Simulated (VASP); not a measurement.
A run of VASP 6.6.1 is set up as follows.

Contents of POSCAR:

```
NiMoIrPdW                               
1.0
    4.1181342316      0.0000075128     -0.0000007620
   -2.0590656108      3.5664127302      0.0000007620
   -0.0000010029      0.0000005790      5.4471116205
  Ni              Mo              Pd              Ir              W             
     1     1     1     1     1
Direct
     0.0000001160455603    0.9999998839544393    0.9574713332617130
     0.6666662211403296    0.3333337788596722    0.9620338275019619
     0.6666666002068408    0.3333333997931609    0.4632539376379788
     0.3333337497823753    0.6666662502176230    0.7258636042291741
     0.3333333128248940    0.6666666871751046    0.2358272973691740
```

The input INCAR.step1:

```
SYSTEM = NiMoIrPdW
PREC = Accurate ; ENCUT = 520
EDIFF = 1E-7 ; ISMEAR = -1
SIGMA = 0.05 ; LREAL = .False.
LASPH = .True. ; NELM = 120
ALGO = Normal ; ISIF = 2
LWAVE = .False. ; LCHARG = .True.
ISPIN = 2 ; MAGMOM = 1 1 0 0.6 0
LORBIT = 11 ; LMAXMIX = 4
GGA = PE ; KPAR = 4
```

The input KPOINTS.step1:

```
regular mesh
0
Gamma
  8 8 5
  0 0 0
```

INCAR.step2

```
SYSTEM = NiMoIrPdW
PREC = Accurate ; ENCUT = 520
EDIFF = 1E-7 ; ISMEAR = 0
SIGMA = 0.05 ; LREAL = .False.
LASPH = .True. ; NELM = 120
ALGO = Normal ; ISIF = 2
LWAVE = .False. ; LCHARG = .False.
ISPIN = 2 ; MAGMOM = 1 1 0 0.6 0
LORBIT = 11 ; LMAXMIX = 4
GGA = PE ; KPAR = 4
ICHARG = 11
```

Contents of KPOINTS.step2:

```
path GMKGALHA,LM,KH
15
line-mode
reciprocal
 0.0000000000  0.0000000000  0.0000000000  G
 0.5000000000  0.0000000000  0.0000000000  M

 0.5000000000  0.0000000000  0.0000000000  M
 0.3333333333  0.3333333333  0.0000000000  K

 0.3333333333  0.3333333333  0.0000000000  K
 0.0000000000  0.0000000000  0.0000000000  G

 0.0000000000  0.0000000000  0.0000000000  G
 0.0000000000  0.0000000000  0.5000000000  A

 0.0000000000  0.0000000000  0.5000000000  A
 0.5000000000  0.0000000000  0.5000000000  L

 0.5000000000  0.0000000000  0.5000000000  L
 0.3333333333  0.3333333333  0.5000000000  H

 0.3333333333  0.3333333333  0.5000000000  H
 0.0000000000  0.0000000000  0.5000000000  A

 0.5000000000  0.0000000000  0.5000000000  L
 0.5000000000  0.0000000000  0.0000000000  M

 0.3333333333  0.3333333333  0.0000000000  K
 0.3333333333  0.3333333333  0.5000000000  H
```

Potentials or basis: VASP PAW PBE potentials, release 64 (Ni, Mo_sv, Pd, Ir, W_sv).

The run is started by

```sh
$ cat potpaw_PBE.64/Ni/POTCAR potpaw_PBE.64/Mo_sv/POTCAR potpaw_PBE.64/Pd/POTCAR potpaw_PBE.64/Ir/POTCAR potpaw_PBE.64/W_sv/POTCAR > POTCAR
$ cp INCAR.step1 INCAR
$ cp KPOINTS.step1 KPOINTS
$ mpirun -np 4 vasp_std > vasp.out
$ cp INCAR.step2 INCAR
$ cp KPOINTS.step2 KPOINTS
$ mpirun -np 4 vasp_std > vasp.out
```

What does it give for the band gap along the path?

None (metal or under the smearing width).

What does it give for the net moment?

0.00 μB per cell.

Levels at the corners of the path, in eV from the Fermi level:
Spin up:
```tsv
point	band 26	band 27	band 28	band 29	band 30	band 31
Γ	-0.98	-0.77	-0.77	0.82	0.82	1.82
M	-1.04	-0.53	-0.26	0.96	1.19	1.27
M	-1.04	-0.53	-0.26	0.96	1.19	1.27
K	-1.44	-1.28	0.28	0.34	0.44	1.08
K	-1.44	-1.28	0.28	0.34	0.44	1.08
Γ	-0.98	-0.77	-0.77	0.82	0.82	1.82
Γ	-0.98	-0.77	-0.77	0.82	0.82	1.82
A	-0.83	-0.32	-0.32	-0.15	-0.15	0.93
A	-0.83	-0.32	-0.32	-0.15	-0.15	0.93
L	-1.64	-0.92	-0.89	-0.33	0.02	0.37
L	-1.64	-0.92	-0.89	-0.33	0.02	0.37
H	-1.72	-1.08	-0.92	-0.55	-0.27	0.69
H	-1.72	-1.08	-0.92	-0.55	-0.27	0.69
A	-0.83	-0.32	-0.32	-0.15	-0.15	0.93
L	-1.64	-0.92	-0.89	-0.33	0.02	0.37
M	-1.04	-0.53	-0.26	0.96	1.19	1.27
K	-1.44	-1.28	0.28	0.34	0.44	1.08
H	-1.72	-1.08	-0.92	-0.55	-0.27	0.69
```
Spin down:
```tsv
point	band 25	band 26	band 27	band 28	band 29	band 30	band 31	band 32
Γ	-1.71	-0.98	-0.77	-0.77	0.82	0.82	1.82	1.82
M	-1.43	-1.04	-0.53	-0.26	0.96	1.19	1.27	1.61
M	-1.43	-1.04	-0.53	-0.26	0.96	1.19	1.27	1.61
K	-1.54	-1.44	-1.28	0.28	0.34	0.44	1.08	1.40
K	-1.54	-1.44	-1.28	0.28	0.34	0.44	1.08	1.40
Γ	-1.71	-0.98	-0.77	-0.77	0.82	0.82	1.82	1.82
Γ	-1.71	-0.98	-0.77	-0.77	0.82	0.82	1.82	1.82
A	-1.46	-0.83	-0.32	-0.32	-0.15	-0.15	0.93	2.29
A	-1.46	-0.83	-0.32	-0.32	-0.15	-0.15	0.93	2.29
L	-1.69	-1.64	-0.92	-0.89	-0.33	0.02	0.37	1.12
L	-1.69	-1.64	-0.92	-0.89	-0.33	0.02	0.37	1.12
H	-1.91	-1.72	-1.08	-0.92	-0.55	-0.27	0.69	1.18
H	-1.91	-1.72	-1.08	-0.92	-0.55	-0.27	0.69	1.18
A	-1.46	-0.83	-0.32	-0.32	-0.15	-0.15	0.93	2.29
L	-1.69	-1.64	-0.92	-0.89	-0.33	0.02	0.37	1.12
M	-1.43	-1.04	-0.53	-0.26	0.96	1.19	1.27	1.61
K	-1.54	-1.44	-1.28	0.28	0.34	0.44	1.08	1.40
H	-1.91	-1.72	-1.08	-0.92	-0.55	-0.27	0.69	1.18
```

Caveat: the log is that of the step along the path at fixed density, whose energy, stress, charges and moments have no meaning; spin-orbit coupling is left out, which moves the levels of the heavy elements.
